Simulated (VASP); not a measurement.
Computed with PBEsol GGA, VASP's PBE PAW potentials (set 64) (plane waves; VASP).

VASP ran on this input.

**INCAR**
```
SYSTEM = NiO
PREC = Accurate; ENCUT = 620; LREAL = .FALSE.
LASPH = .TRUE.
EDIFF = 1E-6; NELM = 100; ALGO = Normal
LMAXMIX = 4
ISMEAR = 0; SIGMA = 0.05
GGA = PS
MAGMOM = 1.3 -1.3 0.0 0.0
ISPIN = 2
IBRION = 2; NSW = 40; ISIF = 3
EDIFFG = -0.02; PSTRESS = 200
LWAVE = .FALSE.; LCHARG = .FALSE.; LORBIT = 10
```

File KPOINTS:
```
Automatic mesh
0
Gamma
9 9 9
0 0 0
```

POSCAR:
```
NiO
1
    4.0085180952     1.9954506185     1.9954506185
    1.9954506185     4.0085180952     1.9954506185
    1.9954506185     1.9954506185     4.0085180952
Ni O
2 2
Direct
  0.0000000000   0.0000000000   0.0000000000
  0.5000000000   0.5000000000   0.5000000000
  0.2500000000   0.2500000000   0.2500000000
  0.7500000000   0.7500000000   0.7500000000
```

POTCAR, in this order: Ni O (PBE.64 set). Program: vasp_std.

The resulting files:

File OUTCAR:
```
 ion  position               nearest neighbor table
   1  0.000  0.000  0.000-   4 2.01   4 2.01   4 2.01   3 2.01   3 2.01   3 2.01   2 2.83   2 2.83
                             2 2.83   2 2.83   2 2.83   2 2.83
   2  0.500  0.500  0.500-   3 2.01   3 2.01   3 2.01   4 2.01   4 2.01   4 2.01   1 2.83   1 2.83
                             1 2.83   1 2.83   1 2.83   1 2.83
   3  0.250  0.250  0.250-   1 2.01   1 2.01   1 2.01   2 2.01   2 2.01   2 2.01
   4  0.750  0.750  0.750-   2 2.01   2 2.01   2 2.01   1 2.01   1 2.01   1 2.01
  LATTYP: Found a trigonal (rhomboedric) cell.
 ALAT       =     4.9022304782
 COS(alpha) =     0.8313721847
 Subroutine PRICEL returns following result:
  LATTYP: Found a trigonal (rhomboedric) cell.
 ALAT       =     2.8344640143
 COS(alpha) =     0.4956003582
 Subroutine GETGRP returns: Found 12 space group operations
The static configuration has the point symmetry D_3d.
The dynamic configuration has the point symmetry D_3d.
The overall configuration has the point symmetry D_3d.
 Subroutine INISYM returns: Found 12 space group operations
 Subroutine IBZKPT returns following result:
 Found     85 irreducible k-points:

 Following reciprocal coordinates:
            Coordinates               Weight
  0.000000  0.000000  0.000000      1.000000
...
```

File OSZICAR:
```
       N       E                     dE             d eps       ncg     rms          rms(c)
DAV:   1     0.272812939388E+03    0.27281E+03   -0.17950E+04  7016   0.248E+03
DAV:   2     0.211003735651E+01   -0.27070E+03   -0.25361E+03  6968   0.442E+02
DAV:   3    -0.280548485262E+02   -0.30165E+02   -0.28644E+02  7688   0.167E+02
DAV:   4    -0.290143936446E+02   -0.95955E+00   -0.95268E+00  7620   0.311E+01
DAV:   5    -0.290411418719E+02   -0.26748E-01   -0.26737E-01  8124   0.495E+00    0.232E+01
DAV:   6    -0.262095288030E+02    0.28316E+01   -0.36517E+01 10152   0.107E+02    0.209E+01
DAV:   7    -0.251113576567E+02    0.10982E+01   -0.63301E+00  8804   0.715E+01    0.109E+01
DAV:   8    -0.252217996312E+02   -0.11044E+00   -0.15813E+00  7720   0.110E+01    0.671E+00
DAV:   9    -0.251469184060E+02    0.74881E-01   -0.10782E-01 11052   0.965E+00    0.114E+00
DAV:  10    -0.251554974090E+02   -0.85790E-02   -0.52753E-02  9660   0.285E+00    0.540E-01
DAV:  11    -0.251563578009E+02   -0.86039E-03   -0.41661E-03  8896   0.208E+00    0.129E-01
DAV:  12    -0.251565134048E+02   -0.15560E-03   -0.12902E-03  8904   0.395E-01    0.739E-02
DAV:  13    -0.251564950952E+02    0.18310E-04   -0.18297E-04 11440   0.219E-01    0.227E-02
DAV:  14    -0.251564944644E+02    0.63081E-06   -0.22022E-05  7952   0.816E-02    0.216E-02
DAV:  15    -0.251564935618E+02    0.90266E-06   -0.77946E-06  8788   0.450E-02
   1 F= -.21109854E+02 E0= -.21109854E+02  d E =-.211099E+02  mag=     0.0000
```

OUTCAR:
```
------------------------ aborting loop because EDIFF is reached ----------------------------------------
  FORCE on cell =-STRESS in cart. coord.  units (eV):
  Direction    XX          YY          ZZ          XY          YZ          ZX
  --------------------------------------------------------------------------------------
  Total        4.0205239      4.0205239      4.0205239     -0.0534050     -0.0534050     -0.0534050
  in kB      198.7092598    198.7092598    198.7092598     -2.6394757     -2.6394757     -2.6394757
  external PRESSURE =      -1.2907402 kB  Pullay stress =     200.0000000 kB
  volume of cell :       32.42
      direct lattice vectors                 reciprocal lattice vectors
     4.008518095  1.995450619  1.995450619     0.372839249 -0.123915088 -0.123915088
     1.995450619  4.008518095  1.995450619    -0.123915088  0.372839249 -0.123915088
     1.995450619  1.995450619  4.008518095    -0.123915088 -0.123915088  0.372839249
 POSITION                                       TOTAL-FORCE (eV/Angst)
 -----------------------------------------------------------------------------------
      0.00000      0.00000      0.00000        -0.000000      0.000000      0.000000
      3.99971      3.99971      3.99971         0.000000      0.000000     -0.000000
      1.99985      1.99985      1.99985         0.000000      0.000000     -0.000000
      5.99956      5.99956      5.99956        -0.000000     -0.000000      0.000000
 -----------------------------------------------------------------------------------
    total drift:                                0.000000     -0.000000     -0.000000
  FREE ENERGIE OF THE ION-ELECTRON SYSTEM (eV)
  ---------------------------------------------------
  free  energy   TOTEN  =       -25.1564935618 eV

  energy  without entropy=      -25.1564935618  energy(sigma->0) =      -25.15649356
  enthalpy is  TOTEN    =       -21.1098538300 eV   P V=        4.0466397317

 total charge

# of ion       s       p       d       tot
------------------------------------------
    1        0.376   0.510   8.378   9.264
    2        0.376   0.510   8.378   9.264
    3        1.555   3.448   0.000   5.003
    4        1.555   3.448   0.000   5.003
--------------------------------------------------
tot          3.863   7.916  16.757  28.536

 magnetization (x)

# of ion       s       p       d       tot
------------------------------------------
    1       -0.012  -0.017   1.236   1.207
    2        0.012   0.017  -1.236  -1.207
    3        0.000   0.000   0.000   0.000
    4        0.000   0.000   0.000   0.000
--------------------------------------------------
tot          0.000   0.000  -0.000  -0.000

 reached required accuracy - stopping structural energy minimisation
```
(Selected blocks of OUTCAR.)

The compound is NiO in the rock salt, AFM-II order structure. It was relaxed first under an external pressure of 20 GPa.
